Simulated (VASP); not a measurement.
Output of a VASP run:

**OSZICAR**
```
       N       E                     dE             d eps       ncg     rms          rms(c)
DAV:   1    -0.358465763808E+01   -0.35847E+01   -0.23995E+03  2488   0.205E+02
DAV:   2    -0.184107840779E+02   -0.14826E+02   -0.14353E+02  3144   0.494E+01
DAV:   3    -0.188724293609E+02   -0.46165E+00   -0.46028E+00  3032   0.685E+00
DAV:   4    -0.188742674723E+02   -0.18381E-02   -0.18380E-02  2744   0.450E-01
DAV:   5    -0.188742851601E+02   -0.17688E-04   -0.17688E-04  3048   0.449E-02    0.610E+00
DAV:   6    -0.180266926429E+02    0.84759E+00   -0.36235E-01  2704   0.158E+00    0.315E+00
DAV:   7    -0.177247041116E+02    0.30199E+00   -0.54560E-01  2808   0.204E+00    0.483E-01
DAV:   8    -0.177299224818E+02   -0.52184E-02   -0.15601E-02  2704   0.365E-01    0.165E-01
DAV:   9    -0.177293867775E+02    0.53570E-03   -0.69527E-04  2896   0.681E-02    0.167E-02
DAV:  10    -0.177294007661E+02   -0.13989E-04   -0.64556E-05  2872   0.254E-02    0.143E-02
DAV:  11    -0.177293980038E+02    0.27623E-05   -0.51293E-06  2832   0.550E-03    0.112E-03
DAV:  12    -0.177293980195E+02   -0.15727E-07   -0.26887E-07  2808   0.171E-03
   1 F= -.17729398E+02 E0= -.17729398E+02  d E =-.101261E-11
 imaginary and real dielectric function
```

### OUTCAR
```
------------------------ aborting loop because EDIFF is reached ----------------------------------------
  FORCE on cell =-STRESS in cart. coord.  units (eV):
  Direction    XX          YY          ZZ          XY          YZ          ZX
  --------------------------------------------------------------------------------------
  Total       -0.1029279     -0.1029279      0.0745402     -0.0000000      0.0000000      0.0000000
  in kB       -2.7586013     -2.7586013      1.9977750     -0.0000000      0.0000000      0.0000000
  external PRESSURE =      -1.1731426 kB  Pullay stress =       0.0000000 kB
  volume of cell :       59.78
      direct lattice vectors                 reciprocal lattice vectors
     4.470165044  0.000000000  0.000000000     0.223705387  0.000000000  0.000000000
     0.000000000  4.470165044  0.000000000     0.000000000  0.223705387  0.000000000
     0.000000000  0.000000000  2.991626907     0.000000000  0.000000000  0.334266281
 POSITION                                       TOTAL-FORCE (eV/Angst)
 -----------------------------------------------------------------------------------
      0.00000      0.00000      0.00000         0.000000      0.000000      0.000000
      2.23508      2.23508      1.49581         0.000000      0.000000      0.000000
      1.36032      1.36032      0.00000         0.000903      0.000903     -0.000000
      3.59540      0.87477      1.49581         0.000903     -0.000903      0.000000
      0.87477      3.59540      1.49581        -0.000903      0.000903     -0.000000
      3.10985      3.10985      0.00000        -0.000903     -0.000903      0.000000
 -----------------------------------------------------------------------------------
    total drift:                               -0.000000      0.000000     -0.000000
  FREE ENERGIE OF THE ION-ELECTRON SYSTEM (eV)
  ---------------------------------------------------
  free  energy   TOTEN  =       -17.7293980195 eV

  energy  without entropy=      -17.7293980195  energy(sigma->0) =      -17.72939802

 plasma frequency squared (from intraband transitions) (eV^2)
  --------------------------------------------------------------------------------------
       0.000       0.000       0.000
       0.000       0.000       0.000
       0.000       0.000       0.000

 plasma frequency squared (from interband transitions, int dw w eps(2)(w)) (eV^2)
  --------------------------------------------------------------------------------------
     169.321       0.000      -0.000      -0.000       0.000       0.000
      -0.000       0.000     169.321       0.000       0.000       0.000
       0.000       0.000       0.000       0.000     173.015       0.000
```
(Selected blocks of OUTCAR.)

### POSCAR
```
MgH2
1
    4.4701650437     0.0000000000     0.0000000000
    0.0000000000     4.4701650437     0.0000000000
    0.0000000000     0.0000000000     2.9916269068
Mg H
2 4
Direct
  0.0000000000   0.0000000000   1.0000000000
  0.5000000000   0.5000000000   0.5000000000
  0.3043102660   0.3043102660   0.0000000000
  0.8043102660   0.1956897340   0.5000000000
  0.1956897340   0.8043102660   0.5000000000
  0.6956897340   0.6956897340   1.0000000000
```

Task: Write an INCAR and KPOINTS that could have produced this output.

Result: This is not unique; one that fits is the input of the run itself, PBEsol GGA, plane waves, VASP's PBE PAW potentials (set 64).

File KPOINTS:
```
Automatic mesh
0
Gamma
6 6 9
0 0 0
```

**INCAR**
```
ISMEAR=0
LCHARG=.False.
GGA=PS   ! PBEsol
CSHIFT=0.1
EDIFF=1E-7
LWAVE=.False.
LASPH=.True.   ! aspherical one-centre terms
SIGMA=0.01   ! width (eV)
NEDOS=1001
LREAL=.False.
ENCUT=400
NBANDS=24
PREC=Accurate
ALGO=Normal
NELM=100
SYSTEM=MgH2
LOPTICS=.True.
```

POTCAR, in this order: Mg H (PBE.64 set). Program: vasp_std.

The compound is MgH2 in the rutile structure. It was relaxed first.
